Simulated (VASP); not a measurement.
Computed with PBE GGA with D3 dispersion (zero damping), VASP's PBE PAW potentials (set 64) (plane waves; VASP).

The input files of a VASP run:

POSCAR:
```
MgS
1
   -0.0000000000     2.5945241995     2.5945241995
    2.5945241995    -0.0000000000     2.5945241995
    2.5945241995     2.5945241995    -0.0000000000
Mg S
1 1
Direct
  0.0000000000   0.0000000000   0.0000000000
  0.5000000000   0.5000000000   0.5000000000
```

**KPOINTS**
```
k-points along high-symmetry lines
15
Line-mode
Reciprocal
  0.000000   0.000000   0.000000 ! GAMMA
  0.500000   0.000000   0.500000 ! X

  0.500000   0.000000   0.500000 ! X
  0.625000   0.250000   0.625000 ! U

  0.375000   0.375000   0.750000 ! K
  0.000000   0.000000   0.000000 ! GAMMA

  0.000000   0.000000   0.000000 ! GAMMA
  0.500000   0.500000   0.500000 ! L

  0.500000   0.500000   0.500000 ! L
  0.500000   0.250000   0.750000 ! W

  0.500000   0.250000   0.750000 ! W
  0.500000   0.000000   0.500000 ! X
```

**INCAR**
```
! general
SYSTEM = MgS
PREC   = Accurate
ENCUT  = 520
LREAL  = .False.
LASPH  = .True.
ICHARG = 11

! electronic loop
EDIFF  = 1E-7
NELM   = 100
ALGO   = Normal

! smearing
ISMEAR = 0
SIGMA  = 0.05

! functional
GGA    = PE
IVDW   = 11

! output
LWAVE  = .False.
LCHARG = .False.
LORBIT = 11
```

POTCAR, in this order: Mg S (PBE.64 set). Program: vasp_std. Read from the step before: CHGCAR.

What VASP printed:

File OSZICAR:
```
       N       E                     dE             d eps       ncg     rms          rms(c)
DAV:   1     0.228288313010E+02    0.22829E+02   -0.37051E+03  1472   0.806E+02
DAV:   2    -0.658696245287E+01   -0.29416E+02   -0.27644E+02  2056   0.102E+02
DAV:   3    -0.748274409663E+01   -0.89578E+00   -0.89578E+00  1760   0.241E+01
DAV:   4    -0.748657492902E+01   -0.38308E-02   -0.38308E-02  2488   0.173E+00
DAV:   5    -0.748657982644E+01   -0.48974E-05   -0.48974E-05  1920   0.387E-02
DAV:   6    -0.748657986990E+01   -0.43458E-07   -0.43458E-07  2328   0.269E-03
   1 F= -.79496272E+01 E0= -.79496272E+01  d E =-.190766E-14
```

**OUTCAR**
```
 val. band max:        3.7986042893   @ k =   0.0000   0.0000   0.0000

 cond. band min:       6.5922128827   @ k =   0.5000   0.0000   0.5000



 k-point     1 :       0.0000    0.0000    0.0000
  band No.  band energies     occupation
      1      -8.9153      2.00000
      2       3.7986      2.00000
      3       3.7986      2.00000
      4       3.7986      2.00000
      5       7.5743      0.00000
      6      11.7481      0.00000
      7      11.7481      0.00000
      8      11.7481      0.00000

 k-point     2 :       0.0357    0.0000    0.0357
  band No.  band energies     occupation
      1      -8.8983      2.00000
      2       3.6897      2.00000
      3       3.7686      2.00000
      4       3.7686      2.00000
      5       7.6986      0.00000
      6      11.6435      0.00000
      7      11.8076      0.00000
      8      11.8076      0.00000

 k-point     3 :       0.0714    0.0000    0.0714
  band No.  band energies     occupation
      1      -8.8477      2.00000
      2       3.4012      2.00000
      3       3.6824      2.00000
      4       3.6824      2.00000
      5       8.0295      0.00000
      6      11.3670      0.00000
      7      11.9814      0.00000
      8      11.9814      0.00000

 k-point     4 :       0.1071    0.0000    0.1071
  band No.  band energies     occupation
      1      -8.7649      2.00000
      2       3.0064      2.00000
      3       3.5496      2.00000
      4       3.5496      2.00000
      5       8.4779      0.00000
      6      10.9919      0.00000
      7      12.2570      0.00000
      8      12.2572      0.00000

 k-point     5 :       0.1429    0.0000    0.1429
  band No.  band energies     occupation
      1      -8.6519      2.00000
      2       2.5632      2.00000
      3       3.3837      2.00000
      4       3.3837      2.00000
      5       8.9413      0.00000
      6      10.5786      0.00000
      7      12.0484      0.00000
      8      12.6170      0.00000
...
```

The density is held fixed in this step, so its total energy and stress have no physical meaning.

The compound is MgS in the rock salt structure. It was relaxed first.
